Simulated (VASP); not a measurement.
All values below come from PBE GGA, VASP's PBE PAW potentials (set 64) (plane waves; VASP).

VASP input:

**POSCAR**
```
PIr
1
   -1.5645920000     1.5645920000     5.2969380000
    1.5645920000    -1.5645920000     5.2969380000
    1.5645920000     1.5645920000    -5.2969380000
Ir P
2 2
Direct
  0.7500000000   0.7500000000   0.0000000000
  0.5000000000   0.0000000000   0.5000000000
  0.1660000000   0.1660000000   0.0000000000
  0.9160000000   0.4160000000   0.5000000000
```

### KPOINTS
```
Automatic mesh
0
Gamma
5 5 5
0 0 0
```

INCAR:
```
PREC=Accurate
ALGO=Normal   # blocked Davidson
NELM=100   # most electronic steps
LMAXMIX=6
ISMEAR=-1
LWAVE=.FALSE.
EDIFF=1E-6   # SCF stop (eV)
SYSTEM=PIr
SIGMA=0.1   # width (eV)
ISIF=2
LREAL=.FALSE.   # projection in real space or not
LASPH=.TRUE.
ENCUT=300
GGA=PE   # PBE
LCHARG=.FALSE.
```

POTCAR, in this order: Ir P (PBE.64 set). Program: vasp_std.

Problem. What will the output report for the number of irreducible k-points (NKPTS), largest plane-wave count, number of space-group operations, FFT grid (NGX, NGY, NGZ)?

Solution. 
```
Property                                       Value
--------------------------------------  ------------
number of irreducible k-points (NKPTS)            18
largest plane-wave count                         625
number of space-group operations                   8
FFT grid (NGX, NGY, NGZ)                32 × 32 × 32
```

The structure was generated: PIr was put into an ordered model structure, which need not be its known phase. The cell was not relaxed at this level. The k-mesh is coarse (spacing up to 0.57 per Å, 2π included), so the numbers may not be converged in it. The run is one of a series of settings (KPOINTS 5×5×5 Γ-centred mesh against the base run), some of them coarse on purpose.
